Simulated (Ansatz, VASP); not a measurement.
# Cross-check of SnO2 (amorphous SnO2) between VASP and Ansatz

Wanted: the spread between two codes on one cell, functional and k mesh. The structure shown is the start of the Ansatz relaxation below; VASP solves that cell, so the two are compared at the walk's first step.

Main program and level: Ansatz 0.2.0; plane waves, with VASP 6.6.1 beside it; single point at r2SCAN.

## 1. The structure

The cell holds 72 atoms: 24 Sn and 48 O. Its edges and angles: a = 9.851 Å, b = 9.851 Å, c = 9.851 Å, α = 90.0°, β = 90.0°, γ = 90.0°. As first built, before any earlier steps moved the atoms (in the runner's words): 72 atoms (24 Sn, 48 O) placed at random at 6.03 g/cm^3, melted at 5000 K for 10 ps at fixed volume with the Morse and Coulomb pair potential with partial charges (Pedone, Malavasi, Menziani, Cormack and Segre, J. Phys. Chem. B 110, 11780 (2006)). Quenched from 5000 K to 300 K at 50 K/ps and fixed volume, held 10 ps at zero pressure, then minimised at fixed cell.

## 2. Ansatz: relaxation, r2SCAN

Ansatz runs on its default PAW (the set named soft_2) files.

The two programs are compared at the cell with which this relaxation starts, whose forces are those of its first step.

input.yaml

```yaml
crystal:
  lattice:
    - [9.85089, 0.0, 0.0]
    - [0.0, 9.85089, 0.0]
    - [0.0, 0.0, 9.85089]
  atoms:
    - { symbol: Sn, position: [0.73091, 0.67318, 0.33118] }
    - { symbol: Sn, position: [0.04728, 0.22312, 0.43013] }
    - { symbol: Sn, position: [0.50768, 0.18186, 0.09938] }
    - { symbol: Sn, position: [0.77408, 0.46414, 0.57574] }
    - { symbol: Sn, position: [0.22104, 0.70104, 0.38794] }
    - { symbol: Sn, position: [0.49284, 0.71835, 0.59705] }
    - { symbol: Sn, position: [0.98468, 0.20446, 0.94124] }
    - { symbol: Sn, position: [0.20755, 0.46836, 0.74904] }
    - { symbol: Sn, position: [0.20905, 0.03665, 0.17425] }
    - { symbol: Sn, position: [0.57968, 0.99695, 0.47804] }
    - { symbol: Sn, position: [0.83051, 0.02655, 0.23922] }
    - { symbol: Sn, position: [0.98276, 0.7261, 0.11957] }
    - { symbol: Sn, position: [0.83476, 0.53879, 0.93722] }
    - { symbol: Sn, position: [0.99484, 0.69061, 0.64048] }
    - { symbol: Sn, position: [0.25344, 0.80454, 0.89346] }
    - { symbol: Sn, position: [0.36661, 0.2952, 0.43695] }
    - { symbol: Sn, position: [0.49691, 0.858, 0.12977] }
    - { symbol: Sn, position: [0.20196, 0.98672, 0.60043] }
    - { symbol: Sn, position: [0.46435, 0.54394, 0.05616] }
    - { symbol: Sn, position: [0.12007, 0.4241, 0.18047] }
    - { symbol: Sn, position: [0.79192, 0.92496, 0.87018] }
    - { symbol: Sn, position: [0.81306, 0.1384, 0.62617] }
    - { symbol: Sn, position: [0.52721, 0.3858, 0.77459] }
    - { symbol: Sn, position: [0.75446, 0.37078, 0.20368] }
    - { symbol: O, position: [0.87584, 0.54061, 0.741] }
    - { symbol: O, position: [0.5752, 0.96493, 0.2752] }
    - { symbol: O, position: [0.38038, 0.01324, 0.06401] }
    - { symbol: O, position: [0.36483, 0.37272, 0.63556] }
    - { symbol: O, position: [0.63784, 0.92114, 0.99748] }
    - { symbol: O, position: [0.36336, 0.19015, 0.2465] }
    - { symbol: O, position: [0.85472, 0.74294, 0.96438] }
    - { symbol: O, position: [0.70464, 0.17578, 0.17859] }
    - { symbol: O, position: [0.36515, 0.47575, 0.8786] }
    - { symbol: O, position: [0.89231, 0.83802, 0.71994] }
    - { symbol: O, position: [0.63076, 0.52425, 0.92389] }
    - { symbol: O, position: [0.40129, 0.91646, 0.54838] }
    - { symbol: O, position: [0.5291, 0.19048, 0.47398] }
    - { symbol: O, position: [0.09082, 0.32192, 0.81471] }
    - { symbol: O, position: [0.84589, 0.34418, 0.00032] }
    - { symbol: O, position: [0.85094, 0.82484, 0.24765] }
    - { symbol: O, position: [0.55637, 0.38317, 0.14608] }
    - { symbol: O, position: [0.66536, 0.99849, 0.66928] }
    - { symbol: O, position: [0.39174, 0.74498, 0.7579] }
    - { symbol: O, position: [0.04261, 0.06377, 0.29354] }
    - { symbol: O, position: [0.12684, 0.8542, 0.05537] }
    - { symbol: O, position: [0.86313, 0.63478, 0.48987] }
    - { symbol: O, position: [0.38438, 0.62937, 0.45817] }
    - { symbol: O, position: [0.51372, 0.23988, 0.9112] }
    - { symbol: O, position: [0.12961, 0.81066, 0.53074] }
    - { symbol: O, position: [0.23806, 0.14941, 0.49508] }
    - { symbol: O, position: [0.13209, 0.22104, 0.08149] }
    - { symbol: O, position: [0.69316, 0.30786, 0.68501] }
    - { symbol: O, position: [0.90781, 0.03348, 0.05068] }
    - { symbol: O, position: [0.13311, 0.66801, 0.80334] }
    - { symbol: O, position: [0.28142, 0.86702, 0.28121] }
    - { symbol: O, position: [0.78061, 0.0677, 0.43208] }
    - { symbol: O, position: [0.86533, 0.11052, 0.81467] }
    - { symbol: O, position: [0.2037, 0.96795, 0.79432] }
    - { symbol: O, position: [0.94553, 0.32596, 0.26239] }
    - { symbol: O, position: [0.12861, 0.54492, 0.58] }
    - { symbol: O, position: [0.30117, 0.4985, 0.15913] }
    - { symbol: O, position: [0.0329, 0.53684, 0.02967] }
    - { symbol: O, position: [0.69959, 0.46361, 0.38227] }
    - { symbol: O, position: [0.59697, 0.55147, 0.64549] }
    - { symbol: O, position: [0.08348, 0.63418, 0.26779] }
    - { symbol: O, position: [0.57158, 0.68221, 0.19796] }
    - { symbol: O, position: [0.01346, 0.08116, 0.58109] }
    - { symbol: O, position: [0.81347, 0.56586, 0.16417] }
    - { symbol: O, position: [0.63141, 0.78678, 0.47039] }
    - { symbol: O, position: [0.90185, 0.31165, 0.53445] }
    - { symbol: O, position: [0.38479, 0.7319, 0.02549] }
    - { symbol: O, position: [0.18415, 0.3613, 0.36507] }
kpoints:
  mp_grid: { grid: [1, 1, 1] }
hamiltonian:
  xc: r2scan
scf:
  occupations: { method: fermi_dirac, width: 0.05 }
output:
  forces: true
relax:
  f_tol: 0.05
  max_steps: 150
  cell: {}
```

The run is started by

```console
> ansatz run input.yaml --threads 4 --pin off --max-ram 8192MiB --backend cpu --events-out ev --progress --plain --runs-dir out
```

Numbers of over 12 decimals in the logs are rounded to 6 here.

The program printed:

```text
Engine: ansatz 0.2.0, x86_64-unknown-linux-gnu
Pseudopotentials: kind: paw
Pseudopotential: Sn, paw, valence charge 14, recommended cutoff 500 eV (meta_gga), Sn.paw.azcp
Pseudopotential: O, paw, valence charge 6, recommended cutoff 500 eV (meta_gga), O.paw.azcp
Functional definition: r2SCAN
  parameter k0 = 0.174
  parameter k1 = 0.065
  parameter a1 = 4.9479
  exchange = r2scan_x(k0 = k0, k1 = k1, a1 = a1)
  correlation = r2scan_c
Crystal: 72 atoms, lattice volume = 955.931 Å³
Basis set: ecut = 500 eV, 24207 PW (Γ), exchange–correlation on 288×288×288 points (64 copies of the dense FFT grid, shifted against one another)
Bands: 384, of which v1, the nominal top of the filled ones, is band 312 counted from 1 (311 counted from 0)
Symmetry: 1 space group operations
Space group: P1 (ITA 1), of the structure as read, at distance tolerance 9.9e-5 Å
k-points: 1
Non-local potential: Sn, projectors of the file, l = 0: 2, l = 1: 2, l = 2: 2, l = 3: 2
Non-local potential: O, projectors of the file, l = 0: 2, l = 1: 2, l = 2: 1
PAW form: soft (Blöchl's): semilocal exchange-correlation on the pseudo side does not see the compensation charge
PAW frozen core: Sn, regenerated for the run's functional (the file was generated under x = pbe(κ = 0.804, μ = 0.219515), c = pbe(β = 0.066725))
PAW frozen core: O, regenerated for the run's functional (the file was generated under x = pbe(κ = 0.804, μ = 0.219515), c = pbe(β = 0.066725))
PAW one-centre angular grid: Sn, 590 points (default); XC on 249 of its mesh's 2787 points in the sphere
PAW one-centre angular grid: O, 302 points (default); XC on 160 Gauss nodes
Initial density: superposition of atomic densities (neutral atoms: chi_scale 0, normalization atom), corrected by the library's trained network
Initial wavefunctions: pseudopotential atomic-orbital guess
Functional: x = r2scan, c = r2scan; τ floored in thin density (d = 2e-4 eV/Å³)
SCF iter   1: F=—  HF=-172205.396616 eV  |F-HF|=—  |Δ(HF+E_count)|=         —  Δρ=1.18e-2  dr2=1.17e0  dr2_τ=3.38e0  ethr=1.77e-3  ⟨swp⟩=5.0  Hψ=1408  notcnv=0  defer=42
preconditioner: auto → Resta (q_TF=auto, 2.541 Å⁻¹)  ε∞=3.2  [insulator: Δε(μ)=0.915 eV  Ē_g=20.004 eV  σ=0.050 eV  W_gap=1.00  n_scr=250 (ndim 8)  ℏωp=30.0 eV  f_vac=0.091  D(μ)=0.01/eV (n_scr^D=0)  ε∞_Penn≈3.2]
SCF iter   2: F=—  HF=-172206.523239 eV  |F-HF|=—  |Δ(HF+E_count)|=    1.13e0  Δρ=6.62e-3  dr2=2.33e-1  dr2_τ=2.35e-2  ethr=1.88e-4  ⟨swp⟩=3.0  Hψ=633  notcnv=0  defer=64
SCF iter   3: F=—  HF=-172206.514702 eV  |F-HF|=—  |Δ(HF+E_count)|=   8.54e-3  Δρ=2.22e-3  dr2=3.95e-2  dr2_τ=5.03e-3  ethr=3.74e-5  ⟨swp⟩=3.0  Hψ=519  notcnv=0  defer=41
automatic band count: iteration 3 solves 361 bands in place of 384: the levels show a gap, and the empty bands left out lie too high to hold charge; the band table lists the bands solved (type scf.n_extra_bands for more)
SCF iter   4: F=—  HF=-172206.511045 eV  |F-HF|=—  |Δ(HF+E_count)|=   3.66e-3  Δρ=8.98e-4  dr2=6.37e-3  dr2_τ=1.28e-3  ethr=6.32e-6  ⟨swp⟩=2.0  Hψ=494  notcnv=0  defer=41
SCF iter   5: F=—  HF=-172206.510196 eV  |F-HF|=—  |Δ(HF+E_count)|=   8.50e-4  Δρ=2.16e-4  dr2=3.57e-4  dr2_τ=3.49e-5  ethr=1.02e-6  ⟨swp⟩=2.0  Hψ=510  notcnv=0  defer=41
SCF iter   6: F=—  HF=-172206.510399 eV  |F-HF|=—  |Δ(HF+E_count)|=   2.04e-4  Δρ=1.35e-4  dr2=1.56e-4  dr2_τ=2.05e-5  ethr=5.72e-8  ⟨swp⟩=2.0  Hψ=512  notcnv=0  defer=41
SCF iter   7: F=—  HF=-172206.510376 eV  |F-HF|=—  |Δ(HF+E_count)|=   2.33e-5  Δρ=3.17e-5  dr2=7.84e-6  dr2_τ=9.11e-7  ethr=2.50e-8  ⟨swp⟩=2.0  Hψ=492  notcnv=0  defer=41
SCF iter   8: F=—  HF=-172206.511489 eV  |F-HF|=—  |Δ(HF+E_count)|=   1.11e-3  Δρ=1.51e-5  dr2=2.24e-6  dr2_τ=1.95e-7  ethr=1.26e-9  ⟨swp⟩=2.0  Hψ=666  notcnv=0  defer=41
SCF iter   9: F=—  HF=-172206.511488 eV  |F-HF|=—  |Δ(HF+E_count)|=   2.14e-8  Δρ=6.24e-6  dr2=4.05e-7  dr2_τ=2.36e-8  ethr=3.59e-10  ⟨swp⟩=2.0  Hψ=485  notcnv=0  defer=41
SCF iter  10: F=-172206.511488 eV  HF=-172206.511488 eV  |F-HF|=6.87e-9  |Δ(HF+E_count)|=   1.82e-8  Δρ=1.88e-6  dr2=3.44e-8  dr2_τ=3.65e-9  ethr=1.60e-11  ⟨swp⟩=5.0  Hψ=1164  notcnv=0
SCF 1 converged in 10 iterations: F = -172206.511488 eV  dr2 = 3.44e-8
  greatest PAW one-centre occupation: 0.996 electrons in one spin orbital (limit 2), on the Sn atom at site 16 (counted from 0), in its partial waves of l = 2
relax step   1: F+E_penalty+E_count = -172206.51148846 eV  Δ(F+E_penalty+E_count) = +0.000e0 eV  max|allowed force component| = 1.393e0 eV/Å  Δτ_max = 0.0000 Å  P = +0.654 GPa  Ω = 955.931 Å³  (10 SCF iters, dr2 threshold 1.00e-7 eV, accepted)
Crystal: 72 atoms, lattice volume = 938.891 Å³
Basis set: ecut = 500 eV, 23811 PW (Γ), exchange–correlation on 288×288×288 points (64 copies of the dense FFT grid, shifted against one another)
Initial density: handed on by an earlier stage of this run
Initial wavefunctions: those handed on with the density
[...]
atom  31  O     -0.00353964    -0.00375360    -0.00700704
  atom  32  O     -0.00064407    -0.00468255     0.00001980
  atom  33  O     -0.00076561    -0.00357178     0.00766557
  atom  34  O     -0.01818999     0.01464405     0.00894838
  atom  35  O      0.00287628     0.00311480     0.00290075
  atom  36  O      0.01344945    -0.00479544    -0.00201092
  atom  37  O      0.00136502    -0.00214888     0.00093072
  atom  38  O     -0.00576529    -0.01303138     0.00164038
  atom  39  O     -0.00274375    -0.00574418     0.00107397
  atom  40  O     -0.00215957     0.00293876    -0.00948041
  atom  41  O      0.00343978    -0.00004092     0.00843377
  atom  42  O     -0.00471134    -0.01195144     0.01418054
  atom  43  O     -0.03329209     0.00310932    -0.00486555
  atom  44  O     -0.00247467    -0.00372946    -0.00180335
  atom  45  O     -0.00009529     0.00013756     0.01125105
  atom  46  O     -0.00475916    -0.00282546    -0.00192672
  atom  47  O      0.00646461    -0.00213080     0.00225034
  atom  48  O     -0.00415104    -0.01082095     0.00231776
  atom  49  O     -0.00038560    -0.00028283    -0.00029731
  atom  50  O      0.00241556    -0.00327837     0.00017489
  atom  51  O     -0.00079029     0.00320596    -0.00409361
  atom  52  O      0.00906922    -0.01065275     0.00000885
  atom  53  O     -0.00702060     0.00548831     0.00861035
  atom  54  O     -0.00120161     0.00462717     0.00791967
[...]
atom  65  O     -0.00021543    -0.00105658     0.00106377
  atom  66  O     -0.00577284     0.00135262     0.00264463
  atom  67  O     -0.00591122     0.00798245     0.01009021
  atom  68  O      0.01182886     0.00242353     0.00318233
  atom  69  O     -0.00842244    -0.00173091    -0.00204959
  atom  70  O      0.00732974     0.00489930     0.00135236
  atom  71  O     -0.00395521    -0.00058640     0.01795059
  atom  72  O     -0.00502153    -0.00290293    -0.00616725
  max |Σ_I F_I| component: 8.56e-5 eV/Å
--- Stress (GPa, compression-positive) ---
       -0.004617       0.007455      -0.010800
        0.007456       0.002791       0.011842
       -0.010800       0.011841      -0.005067
  P = ⅓ Tr σ = -0.0023 GPa (-0.023 kbar)
--- Relaxed structure (10 steps of the walk, 10 accepted, 1 SCFs on fresh bases) ---
  F+E_penalty+E_count = -172209.14154038 eV   max|allowed force component| = 3.329e-2 eV/Å   (the final SCF, on the basis selected at the relaxed cell)
  cell:  # Å, volume = 935.5796 Å³
    - [9.673847, 0.018479, 0.136923]
    - [0.018479, 9.774818, -0.264826]
    - [0.136923, -0.264826, 9.903183]
  atoms:
    - { symbol: Sn, position: [0.731724, 0.673092, 0.334241] }
    - { symbol: Sn, position: [0.044387, 0.220363, 0.425728] }
    - { symbol: Sn, position: [0.516579, 0.171729, 0.072052] }
    - { symbol: Sn, position: [0.765524, 0.470583, 0.577568] }
    - { symbol: Sn, position: [0.244746, 0.700482, 0.357072] }
    - { symbol: Sn, position: [0.479315, 0.718711, 0.599063] }
    - { symbol: Sn, position: [0.989480, 0.201673, 0.946900] }
    - { symbol: Sn, position: [0.194476, 0.464674, 0.759113] }
    - { symbol: Sn, position: [0.214865, 0.040689, 0.175146] }
    - { symbol: Sn, position: [0.576942, 1.001558, 0.479012] }
    - { symbol: Sn, position: [0.816778, 0.018909, 0.233349] }
    - { symbol: Sn, position: [0.997719, 0.726225, 0.114788] }
    - { symbol: Sn, position: [0.826989, 0.530685, 0.940417] }
    - { symbol: Sn, position: [1.001199, 0.688907, 0.645550] }
    - { symbol: Sn, position: [0.273476, 0.829121, 0.888463] }
    - { symbol: Sn, position: [0.368530, 0.287627, 0.435862] }
    - { symbol: Sn, position: [0.493939, 0.856370, 0.136585] }
    - { symbol: Sn, position: [0.196108, 0.985691, 0.598190] }
    - { symbol: Sn, position: [0.461724, 0.540585, 0.064063] }
    - { symbol: Sn, position: [0.118651, 0.428574, 0.183142] }
    - { symbol: Sn, position: [0.801908, 0.922585, 0.885169] }
    - { symbol: Sn, position: [0.812725, 0.140660, 0.630524] }
    - { symbol: Sn, position: [0.517074, 0.382744, 0.776303] }
    - { symbol: Sn, position: [0.752881, 0.371498, 0.208369] }
    - { symbol: O, position: [0.871645, 0.547680, 0.745962] }
    - { symbol: O, position: [0.601689, 0.958513, 0.274414] }
    - { symbol: O, position: [0.372619, -0.000994904, 0.034987] }
    - { symbol: O, position: [0.353892, 0.360231, 0.641077] }
    - { symbol: O, position: [0.635741, 0.952170, 1.008094] }
    - { symbol: O, position: [0.373585, 0.174946, 0.233127] }
    - { symbol: O, position: [0.855661, 0.739099, 0.970154] }
    - { symbol: O, position: [0.700421, 0.176456, 0.177791] }
    - { symbol: O, position: [0.353308, 0.467541, 0.892020] }
    - { symbol: O, position: [0.897999, 0.852747, 0.718003] }
    - { symbol: O, position: [0.619940, 0.518870, 0.921545] }
    - { symbol: O, position: [0.394188, 0.913988, 0.543921] }
    - { symbol: O, position: [0.544418, 0.205886, 0.467353] }
    - { symbol: O, position: [0.075147, 0.311596, 0.806936] }
    - { symbol: O, position: [0.839016, 0.339370, 0.00694369] }
    - { symbol: O, position: [0.859795, 0.819584, 0.251137] }
    - { symbol: O, position: [0.548994, 0.376114, 0.143091] }
    - { symbol: O, position: [0.654448, 1.018014, 0.664556] }
    - { symbol: O, position: [0.445422, 0.785277, 0.781906] }
    - { symbol: O, position: [0.036821, 0.059928, 0.285682] }
    - { symbol: O, position: [0.135409, 0.866521, 0.058036] }
    - { symbol: O, position: [0.861837, 0.632510, 0.494544] }
    - { symbol: O, position: [0.376358, 0.607832, 0.463428] }
    - { symbol: O, position: [0.502779, 0.217964, 0.886697] }
[...]
- { symbol: O, position: [0.069672, 0.632190, 0.277946] }
    - { symbol: O, position: [0.564214, 0.677567, 0.202524] }
    - { symbol: O, position: [0.013246, 0.085552, 0.578367] }
    - { symbol: O, position: [0.811504, 0.564102, 0.162630] }
    - { symbol: O, position: [0.629241, 0.788884, 0.477788] }
    - { symbol: O, position: [0.893117, 0.309026, 0.534609] }
    - { symbol: O, position: [0.383780, 0.725267, 0.023425] }
    - { symbol: O, position: [0.189908, 0.359213, 0.366044] }
```

(Part 1 of 2 ends here.)

[Lines on the potential files, build, host, timing and source positions are cut from VASP's logs without a mark.]

[Logs are printed without paths, hosts, clocks, repeated set-up lines and the standing remarks that a program may print on its own settings, such as how far it seeks lower states.]

[Hosts, paths, dates, database ids (printed as entryN), source tags and the programs' standing remarks are cut or masked in the printed files.]
